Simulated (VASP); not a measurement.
Level of theory: optB88-vdW, VASP's PBE PAW potentials (set 64) (plane waves; VASP).

A VASP calculation is set up with these files.

**INCAR**
```
! general
SYSTEM    =  WS2
PREC      =  Accurate
ENCUT     =  520   ! plane-wave cut-off (eV)
LREAL     =  .FALSE.   ! projection in real space or not
LASPH     =  .TRUE.   ! aspherical one-centre terms

! electronic loop
EDIFF     =  1E-6   ! SCF stop (eV)
NELM      =  100   ! most electronic steps
ALGO      =  Normal   ! blocked Davidson
LMAXMIX   =  6

! smearing
ISMEAR    =  0
SIGMA     =  0.05   ! width (eV)

! functional
GGA       =  BO
LUSE_VDW  =  .TRUE.
AGGAC     =  0.0
PARAM1    =  0.1833333333
PARAM2    =  0.22

! ions
IBRION    =  2   ! conjugate gradients
NSW       =  60
ISIF      =  3
EDIFFG    =  -0.02   ! ionic stop

! output
LWAVE     =  .FALSE.
LCHARG    =  .FALSE.
```

File KPOINTS:
```
Automatic mesh
0
Gamma
7 7 2
0 0 0
```

**POSCAR**
```
WS2
1
    1.5968218409    -2.7657765361     0.0000000000
    1.5968218409     2.7657765361    -0.0000000000
    0.0000000000    -0.0000000000    12.5179337534
W S
2 4
Direct
  0.3333330000   0.6666670000   0.2500000000
  0.6666670000   0.3333330000   0.7500000000
  0.3333330000   0.6666670000   0.8760639101
  0.6666670000   0.3333330000   0.3760639101
  0.6666670000   0.3333330000   0.1239360899
  0.3333330000   0.6666670000   0.6239360899
```

POTCAR, in this order: W_sv S (PBE.64 set). Program: vasp_std.

The resulting files:

OUTCAR:
```
 ion  position               nearest neighbor table
   1  0.333  0.667  0.250-   4 2.43   5 2.43   4 2.43   5 2.43   4 2.43   5 2.43
   2  0.667  0.333  0.750-   3 2.43   6 2.43   3 2.43   6 2.43   3 2.43   6 2.43
   3  0.333  0.667  0.876-   2 2.43   2 2.43   2 2.43
   4  0.667  0.333  0.376-   1 2.43   1 2.43   1 2.43
   5  0.667  0.333  0.124-   1 2.43   1 2.43   1 2.43
   6  0.333  0.667  0.624-   2 2.43   2 2.43   2 2.43
  LATTYP: Found a hexagonal cell.
 ALAT       =     3.1936436619
 C/A-ratio  =     3.9196400972
 Subroutine PRICEL returns:
 Original cell was already a primitive cell.
 Subroutine GETGRP returns: Found 24 space group operations
The static configuration has the point symmetry D_3d.
 The point group associated with its full space group is D_6h.
The dynamic configuration has the point symmetry D_3d.
 Subroutine INISYM returns: Found 24 space group operations
 Subroutine IBZKPT returns following result:
 Found     16 irreducible k-points:

 Following reciprocal coordinates:
            Coordinates               Weight
  0.000000  0.000000  0.000000      1.000000
  0.142857  0.000000  0.000000      6.000000
  0.285714  0.000000  0.000000      6.000000
  0.428571  0.000000  0.000000      6.000000
  0.142857  0.142857  0.000000      6.000000
  0.285714  0.142857  0.000000     12.000000
  0.428571  0.142857  0.000000      6.000000
  0.285714  0.285714  0.000000      6.000000
  0.000000  0.000000  0.500000      1.000000
  0.142857  0.000000  0.500000      6.000000
  0.285714  0.000000  0.500000      6.000000
  0.428571  0.000000  0.500000      6.000000
  0.142857  0.142857  0.500000      6.000000
  0.285714  0.142857  0.500000     12.000000
  0.428571  0.142857  0.500000      6.000000
  0.285714  0.285714  0.500000      6.000000
   k-points           NKPTS =     16   k-points in BZ     NKDIM =     16   number of bands    NBANDS=     31
   number of dos      NEDOS =    301   number of ions     NIONS =      6
...
```

**OSZICAR**
```
       N       E                     dE             d eps       ncg     rms          rms(c)
DAV:   1     0.528621063153E+03    0.52862E+03   -0.29076E+04  1104   0.167E+03
DAV:   2    -0.356460282980E+01   -0.53219E+03   -0.52078E+03  1187   0.445E+02
DAV:   3    -0.366373889383E+02   -0.33073E+02   -0.32877E+02  1268   0.101E+02
DAV:   4    -0.375067854773E+02   -0.86940E+00   -0.86740E+00  1225   0.169E+01
DAV:   5    -0.375308081321E+02   -0.24023E-01   -0.24013E-01  1227   0.286E+00    0.349E+01
DAV:   6    -0.350493751303E+02    0.24814E+01   -0.17062E+01  1152   0.227E+01    0.159E+01
DAV:   7    -0.348115492490E+02    0.23783E+00   -0.44676E+00  1168   0.101E+01    0.668E+00
DAV:   8    -0.346870092959E+02    0.12454E+00   -0.60444E-01  1311   0.459E+00    0.204E+00
DAV:   9    -0.346893332436E+02   -0.23239E-02   -0.61598E-02  1328   0.131E+00    0.106E+00
DAV:  10    -0.346877007342E+02    0.16325E-02   -0.33373E-02  1239   0.109E+00    0.367E-01
DAV:  11    -0.346871284635E+02    0.57227E-03   -0.55518E-03  1223   0.443E-01    0.123E-01
DAV:  12    -0.346871259473E+02    0.25162E-05   -0.20984E-04  1276   0.794E-02    0.804E-02
DAV:  13    -0.346871163509E+02    0.95964E-05   -0.68732E-05  1313   0.477E-02    0.330E-02
DAV:  14    -0.346871156488E+02    0.70204E-06   -0.17025E-05  1171   0.201E-02    0.181E-02
DAV:  15    -0.346871147965E+02    0.85235E-06   -0.28130E-06   963   0.107E-02
   1 F= -.34687115E+02 E0= -.34687115E+02  d E =-.346871E+02
```

OUTCAR:
```
------------------------ aborting loop because EDIFF is reached ----------------------------------------
  FORCE on cell =-STRESS in cart. coord.  units (eV):
  Direction    XX          YY          ZZ          XY          YZ          ZX
  --------------------------------------------------------------------------------------
  Total        0.0323324      0.0323324     -0.0050954      0.0000000      0.0000000      0.0000000
  in kB        0.4685027      0.4685027     -0.0738327      0.0000000      0.0000000      0.0000000
  external PRESSURE =       0.2877243 kB  Pullay stress =       0.0000000 kB
  volume of cell :      110.57
      direct lattice vectors                 reciprocal lattice vectors
     1.596821841 -2.765776536  0.000000000     0.313121970 -0.180781055  0.000000000
     1.596821841  2.765776536  0.000000000     0.313121970  0.180781055  0.000000000
     0.000000000  0.000000000 12.517933753     0.000000000  0.000000000  0.079885388
 POSITION                                       TOTAL-FORCE (eV/Angst)
 -----------------------------------------------------------------------------------
      1.59682      0.92193      3.12948        -0.000000      0.000000      0.000000
      1.59682     -0.92193      9.38845         0.000000     -0.000000      0.000000
      1.59682      0.92193     10.96651         0.000000     -0.000000     -0.002187
      1.59682     -0.92193      4.70754        -0.000000      0.000000     -0.002187
      1.59682     -0.92193      1.55142         0.000000      0.000000      0.002187
      1.59682      0.92193      7.81039        -0.000000     -0.000000      0.002187
 -----------------------------------------------------------------------------------
    total drift:                                0.000168      0.001175     -0.000035
  FREE ENERGIE OF THE ION-ELECTRON SYSTEM (eV)
  ---------------------------------------------------
  free  energy   TOTEN  =       -34.6871147965 eV

  energy  without entropy=      -34.6871147965  energy(sigma->0) =      -34.68711480

 reached required accuracy - stopping structural energy minimisation
```
(Selected blocks of OUTCAR.)

The compound is WS2 in the 2H layered structure. It was relaxed first. The start is the result of an earlier pass.
